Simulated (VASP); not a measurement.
A convergence study with VASP on CdS (zinc blende): one setting is varied, all else stays as given below, so the limit is that of these other settings. Each run relaxes cell and ions from the cell shown.

```yaml
crystal:
  lattice:
    - [0.00000, 2.91000, 2.91000]
    - [2.91000, 0.00000, 2.91000]
    - [2.91000, 2.91000, 0.00000]
  atoms:
    - { symbol: Cd, position: [0.00000, 0.00000, 0.00000] }
    - { symbol: S, position: [0.25000, 0.25000, 0.25000] }
```

Method: PBE GGA, VASP's PBE PAW potentials (set 64) (plane waves; VASP 6.6.1). The tightest run used: 550 eV cut-off, 12×12×12 Γ-centred mesh, Gaussian smearing of 0.050 eV, potentials Cd S.

Gaps are read on the run's mesh, which can miss a band edge.

| setting | relaxed volume (Å³/atom) | E (eV/atom) | gap on the mesh (eV) | irreducible k-points |
|---|---|---|---|---|
| 2×2×2 mesh | 27.663 | -2.6370 | 0.720 | 3 |
| 3×3×3 mesh | 26.457 | -3.0001 | 0.964 | 4 |
| 4×4×4 mesh | 26.221 | -3.0580 | 1.014 | 8 |

Question: These are the cheaper rows. Estimate the results at 12×12×12 mesh, and how far the last row shown lies from them.

Answer: 
| quantity | tightest run | last row shown is off by |
|---|---|---|
| relaxed volume (Å³/atom) | 26.157 | 0.064 |
| E (eV/atom) | -3.0735 | 0.0156 |
| gap on the mesh (eV) | 1.032 | -0.018 |

Left out are rungs that failed or repeat a setting and relaxations that didn't move; long series are thinned to 24 rows.

The compound is CdS in the zinc blende structure, a metastable form; wurtzite is the usual one.
